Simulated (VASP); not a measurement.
A run of VASP 6.6.1 is set up as follows.

INCAR

```
SYSTEM = CaF
ALGO = Normal
DIPOL = 0.5 0.5 0.294
EDIFF = 1E-6
EDIFFG = -0.005
ENCUT = 520
GGA = PE
IBRION = 2
IDIPOL = 3
ISIF = 2
ISMEAR = -1
LASPH = .TRUE.
LCHARG = .FALSE.
LDIPOL = .TRUE.
LREAL = .FALSE.
LWAVE = .FALSE.
NELM = 80
NSW = 60
PREC = Accurate
SIGMA = 0.05
```

The input KPOINTS:

```
k-points
0
G
  8 8 1
  0 0 0
```

POSCAR

```
CaF
1.0
    3.7249700000      0.0000000000      0.0000000000
   -1.8624800000      3.2259200000      0.0000000000
    0.0000000000      0.0000000000     25.5276600000
Ca F
1 1
Selective dynamics
Direct
    0.6666700000      0.3333300000      0.3107600000  F F F
    0.0000000000      0.0000000000      0.2768400000  T T T
```

Potentials or basis: VASP PAW PBE potentials, release 64 (Ca_sv, F).

The run is started by

```bash
$ cat potpaw_PBE.64/Ca_sv/POTCAR potpaw_PBE.64/F/POTCAR > POTCAR
$ mpirun -np 1 vasp_std > vasp.out
```

**Question.** Estimate the energy gained by relaxing.

**Answer.** 0.1 meV/atom.

**Question.** Estimate the band gap on the k mesh.

**Answer.** None (metal or under the smearing width).

Final structure:
```xyz
2
Lattice="3.7250 0.0000 0.0000 -1.8625 3.2259 0.0000 0.0000 0.0000 25.5277" Properties=species:S:1:pos:R:3 pbc="T T T"
Ca    1.8625    1.0753    7.9330
F    -1.8625    3.2259    7.0556
```

Caveat: an odd number of electrons without spin polarisation forces a metal; a magnetic or distorted state may lie lower.
